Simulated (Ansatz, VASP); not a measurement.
**Re (Rhenium): VASP beside Ansatz**

One calculation is typed for both programs; each brings its own data sets. How far apart do they land? The cell is taken from a series of runs on this material, whose earlier steps may have relaxed, scaled, displaced or heated it; both programs get it as it stands.

Main program and level: Ansatz 0.2.0; plane waves, with VASP 6.6.1 beside it; zone-centre phonons at PBEsol.

## (1) Set-up

The structure is hexagonal, space group P6_3/mmc (No. 194). Conventional cell: a = 2.733 Å, b = 2.733 Å, c = 4.575 Å, α = 90.00°, β = 90.00°, γ = 120.00°. Nearest to Re lie 12 Re at 2.73 to 2.78 Å.

Coordinates:

```xyz
2
Lattice="2.7328 0.0000 0.0000 -1.3664 2.3667 0.0000 0.0000 0.0000 4.5746" Properties=species:S:1:pos:R:3 pbc="T T T"
Re    0.0000    1.5778    1.1436
Re    1.3664    0.7889    3.4309
```

## (2) VASP: zone-centre phonons, PBEsol

Second derivatives magnify differences that forces hide, and they need a tight electronic threshold.

Lines of VASP's logs that name or quote its potential files are left out, and so is its time.

File INCAR:

```
SYSTEM = Re
PREC = Accurate
ENCUT = 600
EDIFF = 1E-08
NELM = 120
ISMEAR = 1
SIGMA = 0.2
LREAL = .FALSE.
ALGO = Normal
GGA = PS
NBANDS = 13
LASPH = .TRUE.
LORBIT = 11
LWAVE = .FALSE.
LCHARG = .FALSE.
ISIF = 2
IBRION = 8
GGA_COMPAT = .FALSE.
KPAR = 2
```

File POSCAR:

```
Re
1.0
    2.7328479457      0.0000000000      0.0000000000
   -1.3664239728      2.3667157456      0.0000000000
    0.0000000000      0.0000000000      4.5745965988
Re
2
Direct
    0.3333333332      0.6666666668      0.2500000000
    0.6666666668      0.3333333332      0.7500000000
```

File KPOINTS:

```
Automatic mesh
0
Gamma
18 18 12
0 0 0
```

Potentials, in the order of the species: Re (PBE family, release 64).

Launch:

```
$ mpirun -np 2 vasp_std
```

Numbers of over 12 decimals in the logs are rounded to 6 here.

The program printed:

```text
[banner, memory and clock lines left out]
running    2 mpi-ranks, on    1 nodes
 distrk:  each k-point on    1 cores,    2 groups
 distr:  one band on    1 cores,    1 groups

 POSCAR found type information on POSCAR Re
 POSCAR found :  1 types and       2 ions
|                                                                             |
|               ----> ADVICE to this user running VASP <----                  |
|                                                                             |
|     You enforced a specific xc type in the INCAR file but a different       |
|     [... a line on the potential file left out ...]
|     I HOPE YOU KNOW WHAT YOU ARE DOING!                                     |
|                                                                             |

 LDA part: xc-table for (Slater+PW92), standard interpolation
 POSCAR, INCAR and KPOINTS ok, starting setup
 FFT: planning ... GRIDC
 FFT: planning ... GRID_SOFT
 FFT: planning ... GRID
 WAVECAR not read
 entering main loop
       N       E                     dE             d eps       ncg     rms          rms(c)
DAV:   1     0.307893379475E+02    0.30789E+02   -0.73285E+03 12712   0.145E+03
DAV:   2    -0.253314991073E+02   -0.56121E+02   -0.47553E+02 11179   0.331E+02
DAV:   3    -0.281929953056E+02   -0.28615E+01   -0.25468E+01 11834   0.945E+01
DAV:   4    -0.282399052721E+02   -0.46910E-01   -0.46322E-01 10664   0.680E+00
DAV:   5    -0.282405880855E+02   -0.68281E-03   -0.68247E-03 11353   0.116E+00    0.440E+01
DAV:   6    -0.270792225297E+02    0.11614E+01   -0.10215E+00 11696   0.287E+01    0.177E+01
DAV:   7    -0.267047829198E+02    0.37444E+00   -0.67188E-01 11978   0.226E+01    0.599E-01
DAV:   8    -0.266922297091E+02    0.12553E-01   -0.84814E-03 11398   0.878E-01    0.164E-01
DAV:   9    -0.266911308540E+02    0.10989E-02   -0.60053E-04 12426   0.269E-01    0.413E-02
DAV:  10    -0.266911363350E+02   -0.54810E-05   -0.54059E-05 11002   0.888E-02    0.157E-02
DAV:  11    -0.266911372010E+02   -0.86594E-06   -0.87744E-07 12440   0.179E-02    0.174E-03
DAV:  12    -0.266911368480E+02    0.35293E-06   -0.69436E-08 11179   0.881E-03    0.625E-04
DAV:  13    -0.266911368850E+02   -0.36916E-07   -0.20930E-10  6207   0.548E-04    0.137E-04
DAV:  14    -0.266911368916E+02   -0.66502E-08   -0.45134E-10  5817   0.442E-04
   1 F= -.26691137E+02 E0= -.26691166E+02  d E =0.880086E-04
 Linear response reoptimize wavefunctions to high precision
DAV:   1    -0.266911368902E+02    0.13865E-08   -0.30648E-10  6369   0.873E-04
DAV:   2    -0.266911368902E+02   -0.29104E-10   -0.20006E-10  5467   0.312E-04
 Linear response DOF=           2
 Linear response progress:
  Degree of freedom:   1/  2
       N       E                     dE             d eps       ncg     rms          rms(c)
RMM:   1    -0.735989927447E-01   -0.73599E-01   -0.59659E+00 29930   0.156E+02
RMM:   2    -0.142007526092E+00   -0.68409E-01   -0.70979E-02 67359   0.267E+00    0.131E-01
RMM:   3    -0.141518946738E+00    0.48858E-03   -0.17903E-03 66327   0.365E-01    0.888E-02
RMM:   4    -0.140660605764E+00    0.85834E-03   -0.11391E-03 68671   0.340E-01    0.242E-02
RMM:   5    -0.140712777958E+00   -0.52172E-04   -0.45209E-05 65621   0.791E-02    0.926E-03
RMM:   6    -0.140723749894E+00   -0.10972E-04   -0.85975E-06 69173   0.296E-02    0.283E-03
RMM:   7    -0.140723919727E+00   -0.16983E-06   -0.58816E-07 61771   0.767E-03    0.119E-03
RMM:   8    -0.140722512995E+00    0.14067E-05   -0.98682E-08 66554   0.251E-03    0.376E-04
RMM:   9    -0.140721814430E+00    0.69857E-06   -0.13736E-07 69903   0.126E-03    0.672E-05
RMM:  10    -0.140721677326E+00    0.13710E-06   -0.95517E-08 68132   0.722E-04    0.220E-05
RMM:  11    -0.140721692691E+00   -0.15365E-07   -0.84478E-08 71244   0.667E-04    0.411E-06
RMM:  12    -0.140721689864E+00    0.28270E-08   -0.80952E-08 71724   0.650E-04    0.212E-06
 first order change of Fermi-energy  -0.17042E-04
 force on displaced ion       1 direction 1 :  -4.450   0.000   0.000
 Linear response progress:
  Degree of freedom:   2/  2
       N       E                     dE             d eps       ncg     rms          rms(c)
RMM:   1    -0.111034205154E+00   -0.11103E+00   -0.63985E+00 10282   0.162E+02
RMM:   2    -0.184740323132E+00   -0.73706E-01   -0.57657E-02 21558   0.321E+00    0.193E-01
RMM:   3    -0.185878053219E+00   -0.11377E-02   -0.44610E-03 22510   0.661E-01    0.112E-01
RMM:   4    -0.186150309555E+00   -0.27226E-03   -0.78670E-04 23980   0.188E-01    0.513E-02
RMM:   5    -0.186324721976E+00   -0.17441E-03   -0.38458E-04 22827   0.141E-01    0.962E-03
RMM:   6    -0.186332773980E+00   -0.80520E-05   -0.20984E-05 21676   0.360E-02    0.629E-03
RMM:   7    -0.186359789016E+00   -0.27015E-04   -0.33986E-06 21170   0.226E-02    0.274E-03
RMM:   8    -0.186357022799E+00    0.27662E-05    0.10027E-05 24047   0.894E-03    0.122E-03
RMM:   9    -0.186352708966E+00    0.43138E-05    0.54600E-06 20521   0.992E-03    0.267E-04
RMM:  10    -0.186353534747E+00   -0.82578E-06    0.20931E-07 24051   0.278E-03    0.198E-04
RMM:  11    -0.186353841287E+00   -0.30654E-06   -0.96612E-07 22415   0.128E-03    0.144E-04
RMM:  12    -0.186353367877E+00    0.47341E-06   -0.72244E-07 22877   0.109E-03    0.248E-05
RMM:  13    -0.186353496264E+00   -0.12839E-06   -0.10679E-06 24555   0.852E-04    0.843E-06
RMM:  14    -0.186353470337E+00    0.25927E-07   -0.54429E-07 24689   0.719E-04    0.622E-06
RMM:  15    -0.186353486322E+00   -0.15985E-07   -0.56652E-07 23366   0.713E-04    0.120E-06
RMM:  16    -0.186353482829E+00    0.34926E-08   -0.54665E-07 25158   0.706E-04    0.404E-07
RMM:  17    -0.186353481933E+00    0.89559E-09   -0.53353E-07 24796   0.704E-04    0.196E-07
RMM:  18    -0.186353483766E+00   -0.18322E-08   -0.56882E-07 25239   0.703E-04    0.170E-07
RMM:  19    -0.186353483672E+00    0.93142E-10   -0.57770E-07 23957   0.703E-04    0.244E-07
RMM:  20    -0.186353483518E+00    0.15425E-09   -0.55357E-07 24260   0.703E-04    0.307E-07
RMM:  21    -0.186353483346E+00    0.17225E-09   -0.55880E-07 24277   0.704E-04    0.464E-07
RMM:  22    -0.186353482976E+00    0.36985E-09   -0.75907E-07 24582   0.702E-04    0.562E-07
RMM:  23    -0.186353480841E+00    0.21355E-08   -0.11935E-06 24722   0.700E-04    0.635E-07
RMM:  24    -0.186353480191E+00    0.64967E-09   -0.10043E-06 24950   0.699E-04    0.555E-07
 first order change of Fermi-energy   0.85073E-04
 force on displaced ion       1 direction 3 :  -0.000   0.000  -0.597
 Linear response finished
```

OUTCAR, selected parts (step 2):

```text
ion  position               nearest neighbor table
   1  0.333  0.667  0.250-   2 2.78   2 2.78   2 2.78   2 2.78   2 2.78   2 2.78
   2  0.667  0.333  0.750-   1 2.78   1 2.78   1 2.78   1 2.78   1 2.78   1 2.78

  LATTYP: Found a hexagonal cell.
 ALAT       =     2.7328479457
 C/A-ratio  =     1.6739301599

 Subroutine GETGRP returns: Found 24 space group operations
 (whereof 12 operations were pure point group operations)

The static configuration has the point symmetry D_3d.
 The point group associated with its full space group is D_6h.

 Found    259 irreducible k-points:

   k-points           NKPTS =    259   k-points in BZ     NKDIM =    259   number of bands    NBANDS=     13

   dimension x,y,z NGX =    24 NGY =   24 NGZ =   40
   dimension x,y,z NGXF=    48 NGYF=   48 NGZF=   80

   ENCUT  =  600.0 eV  44.10 Ry    6.64 a.u.   5.46  5.46  9.14*2*pi/ulx,y,z

   NELECT =      14.0000    total number of electrons

 k-points in reciprocal lattice and weights: Automatic mesh
   0.00000000  0.00000000  0.00000000       0.000
   0.05555556  0.00000000  0.00000000       0.002
   0.11111111  0.00000000  0.00000000       0.002
   0.16666667  0.00000000  0.00000000       0.002
   0.22222222  0.00000000  0.00000000       0.002
   0.27777778  0.00000000  0.00000000       0.002
   0.33333333  0.00000000  0.00000000       0.002
   0.38888889  0.00000000  0.00000000       0.002
   0.44444444  0.00000000  0.00000000       0.002
[...]
0.33333333  0.27777778  0.50000000       0.003
   0.33333333  0.33333333  0.50000000       0.001

 average (electrostatic) potential at core
       1 -39.0485       2 -39.0485

  Total       -0.0144220     -0.0144220     -3.1869909     -0.0000000     -0.0000000      0.0000000
  in kB       -0.7809469     -0.7809469   -172.5746650     -0.0000000     -0.0000000      0.0000000
  external PRESSURE =     -58.0455196 kB  Pullay stress =       0.0000000 kB

  energy-cutoff  :      600.00
  volume of cell :       29.59
      direct lattice vectors                 reciprocal lattice vectors
     2.732847946  0.000000000  0.000000000     0.365918639  0.211263225  0.000000000
    -1.366423973  2.366715746  0.000000000     0.000000000  0.422526449  0.000000000
     0.000000000  0.000000000  4.574596599     0.000000000  0.000000000  0.218598510

 POSITION                                       TOTAL-FORCE (eV/Angst)
 -----------------------------------------------------------------------------------
     -0.00000      1.57781      1.14365        -0.000000      0.000000      0.000000
      1.36642      0.78891      3.43095         0.000000     -0.000000      0.000000
 -----------------------------------------------------------------------------------
    total drift:                               -0.000000      0.000000     -0.000000

 Eigenvectors and eigenvalues of the dynamical matrix
 ----------------------------------------------------

   1 f  =    3.417705 THz    21.474072 2PiTHz  114.002356 cm-1    14.134484 meV
             X         Y         Z           dx          dy          dz
     -0.000000  1.577810  1.143649    -0.661020   -0.251103    0.000000
      1.366424  0.788905  3.430947     0.661020    0.251103    0.000000

   2 f  =    3.417705 THz    21.474072 2PiTHz  114.002356 cm-1    14.134484 meV
             X         Y         Z           dx          dy          dz
     -0.000000  1.577810  1.143649    -0.251103    0.661020   -0.000000
      1.366424  0.788905  3.430947     0.251103   -0.661020   -0.000000

   3 f  =    1.251918 THz     7.866033 2PiTHz   41.759493 cm-1     5.177515 meV
             X         Y         Z           dx          dy          dz
     -0.000000  1.577810  1.143649     0.000000    0.000000    0.707107
      1.366424  0.788905  3.430947    -0.000000    0.000000   -0.707107

   4 f  =    0.000000 THz     0.000000 2PiTHz    0.000002 cm-1     0.000000 meV
             X         Y         Z           dx          dy          dz
     -0.000000  1.577810  1.143649     0.569018   -0.414515   -0.066298
      1.366424  0.788905  3.430947     0.569018   -0.414515   -0.066298

   5 f  =    0.000000 THz     0.000000 2PiTHz    0.000001 cm-1     0.000000 meV
             X         Y         Z           dx          dy          dz
     -0.000000  1.577810  1.143649    -0.267655   -0.272221   -0.595194
      1.366424  0.788905  3.430947    -0.267655   -0.272221   -0.595194

   6 f  =    0.000000 THz     0.000000 2PiTHz    0.000001 cm-1     0.000000 meV
             X         Y         Z           dx          dy          dz
     -0.000000  1.577810  1.143649     0.323387    0.504056   -0.375963
      1.366424  0.788905  3.430947     0.323387    0.504056   -0.375963

 ELASTIC MODULI CONTR FROM IONIC RELAXATION (kBar)
 Direction    XX          YY          ZZ          XY          YZ          ZX
 --------------------------------------------------------------------------------
 XX         -72.7159     72.7159      0.0000     -0.0000      0.0000     -0.0000
 YY          72.7159    -72.7159     -0.0000     -0.0000     -0.0000      0.0000
 ZZ           0.0000     -0.0000     -0.0000     -0.0000     -0.0000      0.0000
 XY          -0.0000     -0.0000     -0.0000    -72.7159      0.0000     -0.0000
 YZ           0.0000     -0.0000     -0.0000      0.0000     -0.0000      0.0000
 ZX          -0.0000      0.0000      0.0000     -0.0000      0.0000     -0.0000
 --------------------------------------------------------------------------------
```

(Part 1 of 2 ends here.)

[Lines on the potential files, build, host, timing and source positions are cut from VASP's logs without a mark.]

[Logs are printed without paths, hosts, clocks, repeated set-up lines and the standing remarks that a program may print on its own settings, such as how far it seeks lower states.]

[Hosts, paths, dates, database ids (printed as entryN), source tags and the programs' standing remarks are cut or masked in the printed files.]
